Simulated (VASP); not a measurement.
VASP input:

File POSCAR:
```
Sc
10.75080
  0.1570208729  -0.2719681326   0.0000000000
  0.1570208729   0.2719681326   0.0000000000
  0.0000000000   0.0000000000   0.5000000000
Sc
2
Direct
  0.3333330000   0.6666670000   0.2500000000
  0.6666670000   0.3333330000   0.7500000000
```

File KPOINTS:
```
kpoints
0
Gamma
9 9 5
0 0 0
```

### INCAR
```
ENCUT = 400   # plane-wave cut-off (eV)
LASPH = .True.
SYSTEM = Sc
NELM = 100
LCHARG = .False.
ISIF = 2
GGA = PE
LREAL = .False.   # projection in real space or not
EDIFF = 1E-6   # SCF stop (eV)
LMAXMIX = 4   # l cut-off of mixed one-centre charges
ALGO = Normal
ISMEAR = 1
PREC = Accurate
LWAVE = .False.
SIGMA = 0.1   # width (eV)
```

POTCAR, in this order: Sc_sv (PBE.64 set). Program: vasp_std.

Task: Translate this PBE calculation to Ansatz.

Result: One equivalent input (not run):
Ansatz 0.2 input:
```yaml
crystal:
  lattice:
    - [1.6881000, -2.9238750, 0.0000000]
    - [1.6881000, 2.9238750, 0.0000000]
    - [0.0000000, 0.0000000, 5.3754000]
  atoms:
    - { symbol: Sc, position: [0.3333330, 0.6666670, 0.2500000] }
    - { symbol: Sc, position: [0.6666670, 0.3333330, 0.7500000] }
kpoints:
  mp_grid: { grid: [9, 9, 5] }
hamiltonian:
  xc: pbe
  pseudopotentials: { kind: paw }
scf:
  occupations: { method: methfessel_paxton, width: 0.1 }
  max_iter: 100
output: { forces: true, stress: true, eigenvalues: true }
```
The two are equivalent in intent, not identical: each code has its own PAW files, so the cut-off isn't converted (ENCUT is set for VASP's; basis.ecutwfc is left out, and Ansatz then takes the one that its files recommend); Ansatz stops its SCF on the density residual and VASP on the energy change (EDIFF).

The compound is Sc in the hcp structure. The cell was not relaxed at this level.
